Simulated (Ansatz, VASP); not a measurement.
# Zn3SbN3 in two plane-wave programs

One calculation is typed for both programs; each brings its own data sets. How far apart do they land? The cell is taken from a series of runs on this material, whose earlier steps may have relaxed, scaled, displaced or heated it; both programs get it as it stands.

Method: plane waves, with VASP 6.6.1 beside it; G0W0 gap at PBE, DFT+U, in Ansatz 0.2.0.

### 1. The starting structure

The structure is monoclinic, space group Cm (No. 8). Conventional cell: a = 6.788 Å, b = 6.566 Å, c = 5.577 Å, α = 90.00°, β = 125.21°, γ = 90.00°. Zn has 3 N at 1.95 to 1.96 Å nearest. Nearest to Zn lie 3 N at 1.97 to 2.00 Å. Sb has 3 N at 2.04 to 2.06 Å nearest. N has 3 Zn at 1.96 to 2.00 Å and 1 Sb at 2.06 Å nearest. N has 3 Zn at 1.95 to 1.97 Å and 1 Sb at 2.04 Å nearest. Farther neighbours and most contacts between anions are not listed.

Structure file:

```cif
data_structure
_symmetry_space_group_name_H-M 'Cm'
_symmetry_Int_Tables_number 8
_cell_length_a 6.7878
_cell_length_b 6.5665
_cell_length_c 5.5766
_cell_angle_alpha 90.000
_cell_angle_beta 125.213
_cell_angle_gamma 90.000
_cell_volume 203.08
loop_
_atom_site_label
_atom_site_type_symbol
_atom_site_symmetry_multiplicity
_atom_site_Wyckoff_symbol
_atom_site_fract_x
_atom_site_fract_y
_atom_site_fract_z
_atom_site_occupancy
Zn1 Zn 2 a 0.85734 0.50000 0.88192 1
Zn2 Zn 4 b 0.96456 0.27942 0.48017 1
Sb1 Sb 2 a 0.43949 0.50000 0.99759 1
N1 N 4 b 0.82345 0.76551 0.70012 1
N2 N 2 a 0.80128 0.50000 0.18781 1
```

### 2. VASP: G0W0 gap, PBE, DFT+U

Quasiparticle shifts depend on high empty states and on the cores, so they are the hardest test of two PAW sets.

Lines of VASP's logs that name or quote its potential files are left out, and so is its time.

The run reads the wave functions of an earlier VASP run, which isn't shown here.

INCAR reads:

```
SYSTEM = Zn3SbN3
PREC = Accurate
ENCUT = 450
ISMEAR = 0
SIGMA = 0.01
LREAL = .FALSE.
GGA = PE
NBANDS = 480
LASPH = .TRUE.
ALGO = EVGW0
NELMGW = 1
ENCUTGW = 150
NOMEGA = 64
PRECFOCK = Fast
NBANDSGW = 64
LWAVE = .FALSE.
LCHARG = .FALSE.
```

POSCAR reads:

```
Zn3SbN3
1.0
    3.3938895471     -3.2832481150      0.0000000000
    3.3938895471      3.2832481150      0.0000000000
   -3.2155964401      0.0000000000      4.5561292986
Zn Sb N
3 1 3
Direct
    0.6426581100      0.6426581100      0.1180844700
    0.7560140300      0.3148604100      0.5198258500
    0.3148604100      0.7560140300      0.5198258500
    0.0605088600      0.0605088600      0.0024146300
    0.4110352600      0.9420613400      0.2998833600
    0.9420613400      0.4110352600      0.2998833600
    0.6987220000      0.6987220000      0.8121904900
```

KPOINTS reads:

```
Automatic mesh
0
Gamma
4 4 4
0 0 0
```

PAW data sets: Zn_sv_GW, Sb_d_GW and N_GW (PBE family, release 64).

The run is started by

```sh
$ mpirun -np 16 vasp_std
```

Numbers of over 12 decimals in the logs are rounded to 6 here.

The program printed:

```text
[banner, memory and clock lines left out]
running   16 mpi-ranks, on    1 nodes
 distrk:  each k-point on   16 cores,    1 groups
 distr:  one band on    1 cores,   16 groups

 POSCAR found type information on POSCAR ZnSbN
 POSCAR found :  3 types and       7 ions
|                                                                             |
|           W    W    AA    RRRRR   N    N  II  N    N   GGGG   !!!           |
|           W    W   A  A   R    R  NN   N  II  NN   N  G    G  !!!           |
|           W    W  A    A  R    R  N N  N  II  N N  N  G       !!!           |
|           W WW W  AAAAAA  RRRRR   N  N N  II  N  N N  G  GGG   !            |
|           WW  WW  A    A  R   R   N   NN  II  N   NN  G    G                |
|           W    W  A    A  R    R  N    N  II  N    N   GGGG   !!!           |
|                                                                             |
|     For optimal performance we recommend to set                             |
|       NCORE = 2 up to number-of-cores-per-socket                            |
|     NCORE specifies how many cores store one orbital (NPAR=cpu/NCORE).      |
|     This setting can greatly improve the performance of VASP for DFT.       |
|     The default, NCORE=1 might be grossly inefficient on modern             |
|     multi-core architectures or massively parallel machines. Do your        |
|     Unfortunately you need to use the default for GW and RPA                |
|     calculations (for HF NCORE is supported but not extensively tested      |
|     yet).                                                                   |
|                                                                             |

|                                                                             |
|           W    W    AA    RRRRR   N    N  II  N    N   GGGG   !!!           |
|           W    W   A  A   R    R  NN   N  II  NN   N  G    G  !!!           |
|           W    W  A    A  R    R  N N  N  II  N N  N  G       !!!           |
|           W WW W  AAAAAA  RRRRR   N  N N  II  N  N N  G  GGG   !            |
|           WW  WW  A    A  R   R   N   NN  II  N   NN  G    G                |
|           W    W  A    A  R    R  N    N  II  N    N   GGGG   !!!           |
|                                                                             |
|     The default for ENCUTGWSOFT is different in this version of VASP.       |
|     please manually set ENCUTGWSOFT =150 in the INCAR file.                 |
|                                                                             |

 LDA part: xc-table for (Slater+PW92), standard interpolation
 found WAVECAR, reading the header
 POSCAR, INCAR and KPOINTS ok, starting setup
 FFT: planning ... GRIDC
 FFT: planning ... GRID_SOFT
 FFT: planning ... GRID
 reading WAVECAR
 the WAVECAR file was read successfully
 initial charge from wavefunction
 available memory per node:     47.45 GB, setting MAXMEM to     48592

 The Fermi energy was updated, please check that it is located mid-gap
 values below the HOMO (VB) or above the LUMO (CB) will cause erroneous energies
 E-fermi :   4.7611

 calculate exact exchange contribution
 the WAVEDER file was read successfully
|                                                                             |
|           W    W    AA    RRRRR   N    N  II  N    N   GGGG   !!!           |
|           W    W   A  A   R    R  NN   N  II  NN   N  G    G  !!!           |
|           W    W  A    A  R    R  N N  N  II  N N  N  G       !!!           |
|           W WW W  AAAAAA  RRRRR   N  N N  II  N  N N  G  GGG   !            |
|           WW  WW  A    A  R   R   N   NN  II  N   NN  G    G                |
|           W    W  A    A  R    R  N    N  II  N    N   GGGG   !!!           |
|                                                                             |
|     Automatic setting of frequency mesh for GW failed. Frequency mesh       |
|     properly not suitable for determining QP energies. Consider             |
|     increasing number of kpoints.                                           |
|                                                                             |

energies w=
    0.000    0.000    1.329    0.000    2.656    0.000    3.977    0.000
    5.289    0.000    6.591    0.000    7.881    0.000    9.156    0.000
   10.416    0.000   11.659    0.000   12.887    0.000   14.097    0.000
   15.291    0.000   16.470    0.000   17.633    0.000   18.783    0.000
   19.921    0.000   21.048    0.000   22.166    0.000   23.277    0.000
   24.383    0.000   25.485    0.000   26.587    0.000   27.691    0.000
   28.798    0.000   29.912    0.000   31.036    0.000   32.172    0.000
   33.323    0.000   34.493    0.000   35.686    0.000   36.906    0.000
   38.156    0.000   39.441    0.000   40.768    0.000   42.141    0.000
   43.567    0.000   45.053    0.000   46.607    0.000   48.239    0.000
   49.959    0.000   51.780    0.000   53.716    0.000   55.783    0.000
   58.000    0.000   60.391    0.000   62.983    0.000   65.809    0.000
   68.908    0.000   72.328    0.000   76.131    0.000   80.390    0.000
   85.201    0.000   90.685    0.000   97.002    0.000  104.363    0.000
  113.056    0.000  123.481    0.000  136.215    0.000  152.115    0.000
  172.516    0.000  199.620    0.000  237.328    0.000  293.284    0.000
 responsefunction array rank=     448
 LDA part: xc-table for (Slater+PW92), standard interpolation

 min. memory requirement per mpi rank    638.3 MB, per node  10213.6 MB

 allocating   4 responsefunctions rank=   448
 shmem allocating  64 responsefunctions rank=   448
 response function shared by NCSHMEM nodes    1
 Doing            4  frequencies on each core in blocks of           64
NQ=   1    0.0000    0.0000    0.0000,
|.........|.........|.........|.........|.........|.........|.........|.........
 performed       3980000 updates of chi_q(r,r)
 total number of BLAS operations       5805.59 Gflops
NQ=   2    0.2500    0.0000   -0.0000,
|.........|.........|.........|.........|.........|.........|.........|.........
 performed      10417000 updates of chi_q(r,r)
 total number of BLAS operations      15195.91 Gflops
NQ=   3    0.5000    0.0000   -0.0000,
|.........|.........|.........|.........|.........|.........|.........|.........
 performed      15257000 updates of chi_q(r,r)
 total number of BLAS operations      22489.54 Gflops
NQ=   4    0.2500    0.2500   -0.0000,
|.........|.........|.........|.........|.........|.........|.........|.........
 performed      20220000 updates of chi_q(r,r)
 total number of BLAS operations      29797.00 Gflops
NQ=   5    0.5000    0.2500   -0.0000,
|.........|.........|.........|.........|.........|.........|.........|.........
 performed      26657000 updates of chi_q(r,r)
 total number of BLAS operations      39055.83 Gflops
NQ=   6   -0.2500    0.2500    0.0000,
|.........|.........|.........|.........|.........|.........|.........|.........
 performed      31865000 updates of chi_q(r,r)
 total number of BLAS operations      46512.11 Gflops
NQ=   7    0.5000    0.5000   -0.0000,
|.........|.........|.........|.........|.........|.........|.........|.........
 performed      35845000 updates of chi_q(r,r)
 total number of BLAS operations      52344.92 Gflops
NQ=   8    0.0000    0.0000    0.2500,
|.........|.........|.........|.........|.........|.........|.........|.........
 performed      40808000 updates of chi_q(r,r)
 total number of BLAS operations      59789.28 Gflops
NQ=   9    0.2500    0.0000    0.2500,
|.........|.........|.........|.........|.........|.........|.........|.........
 performed      47245000 updates of chi_q(r,r)
 total number of BLAS operations      69048.12 Gflops
NQ=  10    0.5000    0.0000    0.2500,
|.........|.........|.........|.........|.........|.........|.........|.........
 performed      53682000 updates of chi_q(r,r)
 total number of BLAS operations      78263.34 Gflops
NQ=  11   -0.2500    0.0000    0.2500,
|.........|.........|.........|.........|.........|.........|.........|.........
 performed      60119000 updates of chi_q(r,r)
 total number of BLAS operations      87565.90 Gflops
NQ=  12    0.2500    0.2500    0.2500,
|.........|.........|.........|.........|.........|.........|.........|.........
 performed      65082000 updates of chi_q(r,r)
 total number of BLAS operations      94603.36 Gflops
NQ=  13    0.5000    0.2500    0.2500,
|.........|.........|.........|.........|.........|.........|.........|.........
 performed      71519000 updates of chi_q(r,r)
 total number of BLAS operations     103645.12 Gflops
NQ=  14   -0.2500    0.2500    0.2500,
|.........|.........|.........|.........|.........|.........|.........|.........
 performed      77956000 updates of chi_q(r,r)
 total number of BLAS operations     112816.81 Gflops
NQ=  15    0.5000    0.5000    0.2500,
|.........|.........|.........|.........|.........|.........|.........|.........
 performed      82919000 updates of chi_q(r,r)
 total number of BLAS operations     119887.74 Gflops
NQ=  16   -0.2500    0.5000    0.2500,
|.........|.........|.........|.........|.........|.........|.........|.........
 performed      89356000 updates of chi_q(r,r)
 total number of BLAS operations     129102.96 Gflops
NQ=  17   -0.2500   -0.2500    0.2500,
|.........|.........|.........|.........|.........|.........|.........|.........
 performed      94319000 updates of chi_q(r,r)
 total number of BLAS operations     136140.42 Gflops
NQ=  18    0.0000    0.0000    0.5000,
|.........|.........|.........|.........|.........|.........|.........|.........
 performed      98299000 updates of chi_q(r,r)
 total number of BLAS operations     141918.85 Gflops
NQ=  19    0.2500    0.0000    0.5000,
|.........|.........|.........|.........|.........|.........|.........|.........
 performed     104736000 updates of chi_q(r,r)
 total number of BLAS operations     150874.49 Gflops
NQ=  20    0.5000    0.0000    0.5000,
|.........|.........|.........|.........|.........|.........|.........|.........
 performed     109576000 updates of chi_q(r,r)
 total number of BLAS operations     157835.88 Gflops
NQ=  21    0.2500    0.2500    0.5000,
|.........|.........|.........|.........|.........|.........|.........|.........
 performed     114539000 updates of chi_q(r,r)
 total number of BLAS operations     164839.95 Gflops
NQ=  22    0.5000    0.2500    0.5000,
|.........|.........|.........|.........|.........|.........|.........|.........
 performed     120976000 updates of chi_q(r,r)
 total number of BLAS operations     174186.34 Gflops
NQ=  23   -0.2500    0.2500    0.5000,
|.........|.........|.........|.........|.........|.........|.........|.........
 performed     126184000 updates of chi_q(r,r)
 total number of BLAS operations     181607.40 Gflops
NQ=  24    0.5000    0.5000    0.5000,
|.........|.........|.........|.........|.........|.........|.........|.........
 performed     130164000 updates of chi_q(r,r)
 total number of BLAS operations     187331.70 Gflops
 resolving degeneracies of screened two electron integrals

 calculate QP shifts <psi_nk| G(iteration)W_0 |psi_nk>: iteration 1
 entering main loop
```

OUTCAR, selected parts (step 2):

```text
ion  position               nearest neighbor table
   1  0.643  0.643  0.118-   7 1.95   6 1.96   5 1.96
   2  0.756  0.315  0.520-   6 1.97   7 1.97   5 2.00
   3  0.315  0.756  0.520-   5 1.97   7 1.97   6 2.00
   4  0.061  0.061  0.002-   7 2.04   6 2.06   5 2.06
   5  0.411  0.942  0.300-   1 1.96   3 1.97   2 2.00   4 2.06
   6  0.942  0.411  0.300-   1 1.96   2 1.97   3 2.00   4 2.06
   7  0.699  0.699  0.812-   1 1.95   2 1.97   3 1.97   4 2.04

  LATTYP: Found a base centered monoclinic cell.
 ALAT       =     6.7877790942
 B/A-ratio  =     0.9673998135
 C/A-ratio  =     0.8215635177
 COS(beta)  =    -0.5766239722

 Subroutine GETGRP returns: Found  2 space group operations
 (whereof  2 operations were pure point group operations)

The static configuration has the point symmetry C_1h.

 Found     24 irreducible k-points:

   k-points           NKPTS =     24   k-points in BZ     NKDIM =     64   number of bands    NBANDS=    480

   dimension x,y,z NGX =    36 NGY =   36 NGZ =   40
   dimension x,y,z NGXF=    72 NGYF=   72 NGZF=   80

   ENCUT  =  450.0 eV  33.07 Ry    5.75 a.u.   8.17  8.17  9.65*2*pi/ulx,y,z

   NELECT =      90.0000    total number of electrons

  energy-cutoff  :      450.00
  volume of cell :      101.54
      direct lattice vectors                 reciprocal lattice vectors
     3.393889547 -3.283248115  0.000000000     0.147323592 -0.152288217  0.103977124
     3.393889547  3.283248115  0.000000000     0.147323592  0.152288217  0.103977124
    -3.215596440  0.000000000  4.556129299     0.000000000  0.000000000  0.219484552

 k-points in reciprocal lattice and weights: Automatic mesh
   0.00000000  0.00000000  0.00000000       0.016
   0.25000000  0.00000000 -0.00000000       0.062
   0.50000000  0.00000000 -0.00000000       0.031
   0.25000000  0.25000000 -0.00000000       0.031
   0.50000000  0.25000000 -0.00000000       0.062
  -0.25000000  0.25000000  0.00000000       0.031
   0.50000000  0.50000000 -0.00000000       0.016
   0.00000000  0.00000000  0.25000000       0.031
   0.25000000  0.00000000  0.25000000       0.062
[...]
-0.25000000  0.25000000  0.50000000       0.031
   0.50000000  0.50000000  0.50000000       0.016

 E-fermi :   4.7611

 QP shifts <psi_nk| G(iteration)W_0 |psi_nk>: iteration 1
 for sc-GW calculations column KS-energies equals QP-energies in previous step
 and V_xc(KS)=  KS-energies - (<T + V_ion + V_H > + <T+V_H+V_ion>^1  + <V_x>^1)
 k-point   1 :       0.0000    0.0000    0.0000
  band No.  KS-energies  QP-energies   sigma(KS)   V_xc(KS)     V^pw_x(r,r')   Z            occupation Imag(sigma)
    ...
     42       1.5542       0.7452     -16.3856     -15.3304     -19.5204       0.7666       2.0000       0.6396
     43       2.7593       2.1434     -16.8077     -16.0113     -19.3973       0.7734       2.0000       0.4763
     44       3.0607       2.5180     -18.2114     -17.5026     -21.1187       0.7657       2.0000       0.4917
     45       3.3353       2.8644     -18.1832     -17.5721     -20.9214       0.7706       2.0000       0.4513
     46       6.4329       6.9330     -11.6908     -12.3088      -8.2664       0.8092       0.0000      -0.3542
     47       7.3272       7.9903     -13.4787     -14.3092     -10.2219       0.7984       0.0000      -0.3652
     48       8.1815       8.8961     -12.4643     -13.3634      -8.5899       0.7948       0.0000      -0.4673
     49       8.5689       9.1919     -11.3581     -12.1314      -7.4414       0.8056       0.0000      -0.4639
    ...

 k-point   2 :       0.2500    0.0000   -0.0000
  band No.  KS-energies  QP-energies   sigma(KS)   V_xc(KS)     V^pw_x(r,r')   Z            occupation Imag(sigma)
    ...
     42       1.8583       1.1389     -16.8364     -15.8995     -19.7694       0.7679       2.0000       0.5748
     43       2.4870       1.8812     -17.9694     -17.1808     -20.9628       0.7681       2.0000       0.5259
     44       2.9394       2.3876     -18.2297     -17.5088     -21.2075       0.7655       2.0000       0.5068
     45       3.7335       3.2563     -17.5037     -16.8868     -19.8373       0.7736       2.0000       0.4044
     46       6.5184       7.0317     -12.2045     -12.8443      -8.9494       0.8021       0.0000      -0.3451
     47       7.3554       7.9264     -11.9590     -12.6710      -8.3718       0.8020       0.0000      -0.3953
     48       7.7697       8.3916     -11.8341     -12.6077      -8.1123       0.8038       0.0000      -0.4254
     49       8.5762       9.2883     -12.0794     -12.9662      -8.1017       0.8030       0.0000      -0.4625
    ...

 k-point   3 :       0.5000    0.0000   -0.0000
  band No.  KS-energies  QP-energies   sigma(KS)   V_xc(KS)     V^pw_x(r,r')   Z            occupation Imag(sigma)
    ...
     42       1.7392       1.0726     -17.7518     -16.8848     -20.9291       0.7688       2.0000       0.5826
     43       2.6570       2.0398     -17.8358     -17.0311     -20.8285       0.7671       2.0000       0.5219
     44       2.7415       2.1050     -16.9984     -16.1703     -19.5898       0.7686       2.0000       0.4916
     45       3.8938       3.4462     -18.1643     -17.5842     -20.6149       0.7717       2.0000       0.4114
     46       6.2522       6.7349     -11.9018     -12.5042      -8.6901       0.8014       0.0000      -0.3351
     47       7.4109       7.9410     -11.1772     -11.8342      -7.4646       0.8067       0.0000      -0.4040
     48       7.8321       8.4973     -12.2647     -13.0993      -8.5401       0.7971       0.0000      -0.4420
     49       9.8288      10.6886     -12.6651     -13.7444      -8.2586       0.7966       0.0000      -0.5286
    ...

 k-point   4 :       0.2500    0.2500   -0.0000
  band No.  KS-energies  QP-energies   sigma(KS)   V_xc(KS)     V^pw_x(r,r')   Z            occupation Imag(sigma)
    ...
     42       2.0581       1.3376     -16.6149     -15.6863     -19.2673       0.7759       2.0000       0.5248
     43       2.5681       1.9647     -17.9362     -17.1451     -20.9054       0.7627       2.0000       0.5281
     44       3.2980       2.7928     -18.5855     -17.9223     -21.5535       0.7617       2.0000       0.4947
     45       3.3766       2.7944     -16.4599     -15.7119     -18.6343       0.7784       2.0000       0.4083
     46       6.5810       7.1308     -12.0944     -12.7794      -8.7501       0.8026       0.0000      -0.3540
     47       7.1978       7.7583     -12.0325     -12.7304      -8.4980       0.8032       0.0000      -0.3829
     48       7.4941       8.1355     -12.3845     -13.1900      -8.7506       0.7963       0.0000      -0.4161
     49       9.2711      10.0064     -11.8725     -12.7855      -7.6528       0.8054       0.0000      -0.5025
    ...

[... 4 further parts left out ...]
```

[end of part 1 of 2]

[Lines on the potential files, build, host, timing and source positions are cut from VASP's logs without a mark.]

[Logs are printed without paths, hosts, clocks, repeated set-up lines and the standing remarks that a program may print on its own settings, such as how far it seeks lower states.]

[Hosts, paths, dates, database ids (printed as entryN), source tags and the programs' standing remarks are cut or masked in the printed files.]
